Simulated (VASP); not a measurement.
Method: PBE GGA, VASP's PBE PAW potentials (set 64) (plane waves; VASP).

VASP ran on this input.

KPOINTS:
```
kpoints
0
gamma
 11 11 6
0 0 0
```

**INCAR**
```
PREC = Single
GGA = PE
ISIF = 2   # forces and stress, cell fixed
LCHARG = .FALSE.
ALGO = Normal   # blocked Davidson
SYSTEM = Tm
ENCUT = 400
EDIFF = 1E-6   # SCF stop (eV)
NELM = 100   # most electronic steps
SIGMA = 0.1   # width (eV)
LWAVE = .FALSE.
LMAXMIX = 6   # l cut-off of mixed one-centre charges
ISMEAR = 1
LREAL = .FALSE.   # projection in real space or not
LASPH = .TRUE.
```

### POSCAR
```
Tm
3.61080
  0.5000000000  -0.8660255345   0.0000000000
  0.5000000000   0.8660255345   0.0000000000
  0.0000000000   0.0000000000   1.5677966102
Tm
2
Cartesian
  0.5000000000   0.2886757555   0.3919491525
  0.5000000000  -0.2886757555   1.1758474576
```

POTCAR, in this order: Tm_3 (PBE.64 set). Program: vasp_std.

The resulting files:

File OUTCAR:
```
 ion  position               nearest neighbor table
   1  0.333  0.667  0.250-   2 3.52   2 3.52   2 3.52   2 3.52   2 3.52   2 3.52
   2  0.667  0.333  0.750-   1 3.52   1 3.52   1 3.52   1 3.52   1 3.52   1 3.52
  LATTYP: Found a hexagonal cell.
 ALAT       =     3.6108004088
 C/A-ratio  =     1.5677964327
 Subroutine PRICEL returns:
 Original cell was already a primitive cell.
 Subroutine GETGRP returns: Found 24 space group operations
The static configuration has the point symmetry D_3d.
 The point group associated with its full space group is D_6h.
The dynamic configuration has the point symmetry D_3d.
 Subroutine INISYM returns: Found 24 space group operations
 Subroutine IBZKPT returns following result:
 Found     64 irreducible k-points:

 Following reciprocal coordinates:
            Coordinates               Weight
  0.000000  0.000000  0.000000      1.000000
  0.090909  0.000000  0.000000      6.000000
  0.181818  0.000000  0.000000      6.000000
  0.272727  0.000000  0.000000      6.000000
  0.363636  0.000000  0.000000      6.000000
  0.454545  0.000000  0.000000      6.000000
  0.090909  0.090909  0.000000      6.000000
  0.181818  0.090909  0.000000     12.000000
  0.272727  0.090909  0.000000     12.000000
  0.363636  0.090909  0.000000     12.000000
  0.454545  0.090909  0.000000      6.000000
  0.181818  0.181818  0.000000      6.000000
  0.272727  0.181818  0.000000     12.000000
  0.363636  0.181818  0.000000     12.000000
  0.272727  0.272727  0.000000      6.000000
  0.363636  0.272727  0.000000      6.000000
  0.000000  0.000000  0.166667      2.000000
  0.090909  0.000000  0.166667     12.000000
  0.181818  0.000000  0.166667     12.000000
  0.272727  0.000000  0.166667     12.000000
  0.363636  0.000000  0.166667     12.000000
  0.454545  0.000000  0.166667     12.000000
...
```

### OSZICAR
```
       N       E                     dE             d eps       ncg     rms          rms(c)
DAV:   1     0.516436264295E+02    0.51644E+02   -0.74857E+03  1672   0.108E+03
DAV:   2    -0.529087654199E+01   -0.56935E+02   -0.55923E+02  1755   0.342E+02
DAV:   3    -0.885400698319E+01   -0.35631E+01   -0.33116E+01  2715   0.527E+01
DAV:   4    -0.893561429617E+01   -0.81607E-01   -0.79526E-01  2626   0.707E+00
DAV:   5    -0.893670809638E+01   -0.10938E-02   -0.10934E-02  2375   0.768E-01    0.226E+01
DAV:   6    -0.892417065269E+01    0.12537E-01   -0.37403E-02  2571   0.224E+00    0.134E+01
DAV:   7    -0.893292424097E+01   -0.87536E-02   -0.67105E-02  2499   0.293E+00    0.366E-01
DAV:   8    -0.893263121745E+01    0.29302E-03   -0.39554E-03  2172   0.559E-01    0.775E-02
DAV:   9    -0.893265412285E+01   -0.22905E-04   -0.27967E-04  2712   0.174E-01    0.316E-02
DAV:  10    -0.893264630638E+01    0.78165E-05   -0.33996E-05  2399   0.527E-02    0.414E-02
DAV:  11    -0.893264701414E+01   -0.70776E-06   -0.36346E-06  1889   0.182E-02
   1 F= -.89326470E+01 E0= -.89336895E+01  d E =0.312759E-02
```

OUTCAR:
```
------------------------ aborting loop because EDIFF is reached ----------------------------------------
  FORCE on cell =-STRESS in cart. coord.  units (eV):
  Direction    XX          YY          ZZ          XY          YZ          ZX
  --------------------------------------------------------------------------------------
  Total       -0.8185631     -0.8185634     -1.0036732      0.0000000      0.0000000     -0.0000000
  in kB      -20.5178593    -20.5178655    -25.1577733      0.0000000      0.0000000     -0.0000000
  external PRESSURE =     -22.0644994 kB  Pullay stress =       0.0000000 kB
  volume of cell :       63.92
      direct lattice vectors                 reciprocal lattice vectors
     1.805400000 -3.127045000  0.000000000     0.276946937 -0.159895364  0.000000000
     1.805400000  3.127045000  0.000000000     0.276946937  0.159895364  0.000000000
     0.000000000  0.000000000  5.661000000     0.000000000  0.000000000  0.176647235
 POSITION                                       TOTAL-FORCE (eV/Angst)
 -----------------------------------------------------------------------------------
      1.80540      1.04235      1.41525         0.000000      0.000000      0.000000
      1.80540     -1.04235      4.24575        -0.000000     -0.000000      0.000000
 -----------------------------------------------------------------------------------
    total drift:                               -0.000002      0.000074     -0.000012
  FREE ENERGIE OF THE ION-ELECTRON SYSTEM (eV)
  ---------------------------------------------------
  free  energy   TOTEN  =        -8.9326470141 eV

  energy  without entropy=       -8.9357746076  energy(sigma->0) =       -8.93368955
```
(Selected blocks of OUTCAR.)

File OUTCAR:
```
 val. band max:        2.6279973987   @ k =   0.4545   0.0000   0.3333

 cond. band min:       2.6388002915   @ k =   0.1818   0.1818   0.0000


 Fermi energy:         2.6385989056

 k-point     1 :       0.0000    0.0000    0.0000
  band No.  band energies     occupation
      1     -23.1139      2.00000
      2     -22.7311      2.00000
      3     -22.7311      2.00000
      4     -22.6545      2.00000
      5     -22.6545      2.00000
      6     -22.6172      2.00000
      7      -2.9121      2.00000
      8       0.4147      2.00000
      9       3.3468     -0.00000
     10       4.6163     -0.00000
     11       4.6163     -0.00000
     12       4.9701      0.00000
     13       5.2825      0.00000

 k-point     2 :       0.0909    0.0000    0.0000
  band No.  band energies     occupation
      1     -23.1018      2.00000
      2     -22.7551      2.00000
      3     -22.7394      2.00000
      4     -22.6800      2.00000
      5     -22.6578      2.00000
      6     -22.6231      2.00000
      7      -2.7277      2.00000
      8       0.6000      2.00000
      9       3.1980     -0.00000
     10       4.1755     -0.00000
     11       4.7905      0.00000
     12       5.0395      0.00000
     13       5.2947      0.00000

 k-point     3 :       0.1818    0.0000    0.0000
  band No.  band energies     occupation
      1     -23.0676      2.00000
      2     -22.8197      2.00000
      3     -22.7609      2.00000
      4     -22.7466      2.00000
      5     -22.6672      2.00000
      6     -22.6407      2.00000
      7      -2.1988      2.00000
      8       1.0966      2.00000
      9       2.8325     -0.01936
     10       3.5176     -0.00000
     11       4.5353     -0.00000
     12       5.0385      0.00000
     13       5.2032      0.00000

 k-point     4 :       0.2727    0.0000    0.0000
  band No.  band energies     occupation
      1     -23.0169      2.00000
      2     -22.9048      2.00000
      3     -22.8304      2.00000
...
```

The 4f electrons are frozen in the core of the lanthanide potential, so 4f levels, which can set the real gap, and their magnetism are missing.

The compound is Tm in the hcp structure. The cell was not relaxed at this level. The run is one of a series of settings (PREC = Single against the base run), some of them coarse on purpose.
